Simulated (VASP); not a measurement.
Input:

```xyz
8
Lattice="5.3000 0.0000 0.0000 0.0000 5.3000 0.0000 0.0000 0.0000 5.3000" Properties=species:S:1:pos:R:3 pbc="T T T"
Nb     1.3250     0.0000     2.6500
Nb     2.6500     1.3250     0.0000
Nb     2.6500     3.9750     0.0000
Nb     3.9750     0.0000     2.6500
Nb     0.0000     2.6500     3.9750
Nb     0.0000     2.6500     1.3250
Sn     2.6500     2.6500     2.6500
Sn     0.0000     0.0000     0.0000
```

These are r2SCAN meta-GGA, VASP's PBE PAW potentials (set 64) (plane waves; VASP 6.6.1) values and carry that method's errors. Run with 400 eV cut-off, 7×7×7 Γ-centred mesh, tetrahedra with Blöchl corrections, potentials Nb_sv Sn_d.

Give the energies of bands 46 to 59 at the high-symmetry points, in eV from the Fermi level.

```json
[
 {"band": "46", "Γ": "-2.01", "X": "-1.55", "M": "-1.94", "R": "-1.41"},
 {"band": "47", "Γ": "-2.01", "X": "-1.08", "M": "-1.65", "R": "-1.41"},
 {"band": "48", "Γ": "-2.01", "X": "-1.08", "M": "-0.92", "R": "-1.41"},
 {"band": "49", "Γ": "-1.45", "X": "-1.01", "M": "0.13", "R": "0.10"},
 {"band": "50", "Γ": "-0.61", "X": "-1.01", "M": "0.13", "R": "0.10"},
 {"band": "51", "Γ": "-0.61", "X": "-0.91", "M": "0.13", "R": "0.10"},
 {"band": "52", "Γ": "-0.61", "X": "-0.91", "M": "0.21", "R": "0.10"},
 {"band": "53", "Γ": "-0.03", "X": "-0.39", "M": "0.21", "R": "0.10"},
 {"band": "54", "Γ": "-0.03", "X": "-0.39", "M": "0.67", "R": "0.10"},
 {"band": "55", "Γ": "2.62", "X": "1.63", "M": "0.67", "R": "0.12"},
 {"band": "56", "Γ": "2.62", "X": "1.63", "M": "0.70", "R": "0.12"},
 {"band": "57", "Γ": "2.62", "X": "2.39", "M": "0.78", "R": "0.12"},
 {"band": "58", "Γ": "2.72", "X": "2.39", "M": "1.02", "R": "0.12"},
 {"band": "59", "Γ": "3.69", "X": "2.85", "M": "1.21", "R": "2.65"}
]
```

It has no gap at this level: it comes out as a metal or semimetal.

The compound is Nb3Sn in the A15 structure. It was relaxed first.
